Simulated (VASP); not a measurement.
Output of a VASP run:

File OSZICAR:
```
       N       E                     dE             d eps       ncg     rms          rms(c)
DAV:   1     0.333361276035E+01    0.33336E+01   -0.42629E+03   584   0.858E+02
DAV:   2    -0.173720943698E+02   -0.20706E+02   -0.19641E+02   840   0.109E+02
DAV:   3    -0.177087035192E+02   -0.33661E+00   -0.33661E+00   656   0.169E+01
DAV:   4    -0.177097694795E+02   -0.10660E-02   -0.10660E-02   856   0.101E+00
DAV:   5    -0.177097701270E+02   -0.64750E-06   -0.64750E-06   648   0.193E-02    0.873E+00
DAV:   6    -0.159980322330E+02    0.17117E+01   -0.70907E+00   616   0.150E+01    0.390E+00
DAV:   7    -0.159290242989E+02    0.69008E-01   -0.33428E-01   856   0.404E+00    0.176E+00
DAV:   8    -0.159146823659E+02    0.14342E-01   -0.19378E-02   608   0.120E+00    0.154E-01
DAV:   9    -0.159146590078E+02    0.23358E-04   -0.75944E-04   872   0.218E-01    0.102E-01
DAV:  10    -0.159146991315E+02   -0.40124E-04   -0.86516E-05   728   0.730E-02    0.215E-02
DAV:  11    -0.159146991066E+02    0.24882E-07   -0.13015E-05   720   0.224E-02    0.411E-03
DAV:  12    -0.159146992587E+02   -0.15212E-06   -0.53457E-07   344   0.576E-03
   1 F= -.15914699E+02 E0= -.15914699E+02  d E =-.159147E+02
```

### OUTCAR
```
------------------------ aborting loop because EDIFF is reached ----------------------------------------
  FORCE on cell =-STRESS in cart. coord.  units (eV):
  Direction    XX          YY          ZZ          XY          YZ          ZX
  --------------------------------------------------------------------------------------
  Total       -0.0036508     -0.0036508     -0.0036508      0.0000000     -0.0000000     -0.0000000
  in kB       -0.2824210     -0.2824210     -0.2824210      0.0000000     -0.0000000     -0.0000000
  external PRESSURE =      -0.2824210 kB  Pullay stress =       0.0000000 kB
  volume of cell :       20.71
      direct lattice vectors                 reciprocal lattice vectors
     0.000000000  2.179677965  2.179677965    -0.229391684  0.229391684  0.229391684
     2.179677965  0.000000000  2.179677965     0.229391684 -0.229391684  0.229391684
     2.179677965  2.179677965  0.000000000     0.229391684  0.229391684 -0.229391684
  FREE ENERGIE OF THE ION-ELECTRON SYSTEM (eV)
  ---------------------------------------------------
  free  energy   TOTEN  =       -15.9146992587 eV

  energy  without entropy=      -15.9146992587  energy(sigma->0) =      -15.91469926

 reached required accuracy - stopping structural energy minimisation
```
(Selected blocks of OUTCAR.)

POSCAR:
```
SiC
1
    0.0000000000     2.1796779653     2.1796779653
    2.1796779653     0.0000000000     2.1796779653
    2.1796779653     2.1796779653    -0.0000000000
Si C
1 1
Direct
  0.0000000000   0.0000000000   0.0000000000
  0.2500000000   0.2500000000   0.2500000000
```

### Question
Write an INCAR and KPOINTS that could have produced this output.

### Answer
Several could match; the one computed here: the input of the run itself, PBEsol GGA, plane waves, VASP's PBE PAW potentials (set 64).

INCAR:
```
ALGO = Normal
EDIFF = 1E-6
EDIFFG = -0.01
ENCUT = 520
GGA = PS
IBRION = 2
ISIF = 3
ISMEAR = 0
LASPH = .TRUE.
LCHARG = .FALSE.
LREAL = .FALSE.
LWAVE = .FALSE.
NELM = 100
NSW = 60
PREC = Accurate
SIGMA = 0.05
SYSTEM = SiC
```

### KPOINTS
```
kpoints
0
Gamma
 9 9 9
0 0 0
```

POTCAR, in this order: Si C (PBE.64 set). Program: vasp_std.

The structure was generated: SiC was put into the zinc blende type (F-43m), which need not be its known phase. It was relaxed first. The start is the result of an earlier pass.
